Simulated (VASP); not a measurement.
CaPbF$_{6}$ (space group Fm-3m): computed properties

All values below come from r2SCAN meta-GGA, VASP's PBE PAW potentials (set 64) (plane waves; VASP).

* **space group**: Fm-3m (225)
* **cell**: a = 8.638 Å, b = 8.638 Å, c = 8.638 Å, α = 90.00°, β = 90.00°, γ = 90.00°
* **volume per atom**: 20.14 Å³/atom
* **band gap (over mesh and band path)**: 4.41 eV
* **smallest direct gap (over mesh and band path)**: 4.41 eV
* **band-edge character**: direct, Γ to Γ
* **density**: 3.72 g/cm³
* **mean ε∞ (independent particles)**: 2.02

```cif
data_CaF6Pb
_chemical_formula_sum 'Ca1 Pb1 F6'
_space_group_name_H-M_alt 'P 1'
_space_group_IT_number 1
_cell_length_a 6.10825
_cell_length_b 6.10825
_cell_length_c 6.10825
_cell_angle_alpha 60.000
_cell_angle_beta 60.000
_cell_angle_gamma 60.000
loop_
_space_group_symop_operation_xyz
  'x, y, z'
loop_
_atom_site_label
_atom_site_type_symbol
_atom_site_fract_x
_atom_site_fract_y
_atom_site_fract_z
_atom_site_occupancy
Ca1 Ca 0.50000 0.50000 0.50000 1
Pb1 Pb 0.00000 0.00000 0.00000 1
F1 F 0.76015 0.76015 0.23985 1
F2 F 0.23985 0.23985 0.76015 1
F3 F 0.23985 0.76015 0.76015 1
F4 F 0.76015 0.23985 0.23985 1
F5 F 0.76015 0.23985 0.76015 1
F6 F 0.23985 0.76015 0.23985 1
```

Unless said otherwise, spin-orbit coupling is left out, though it shifts the bands of the heavy elements here.

The structure comes from a computed database's CaPbF6 entry (Fm-3m); how it stands against other phases isn't given here. It was relaxed first. Symmetry was kept, so distortions that lower it aren't found.
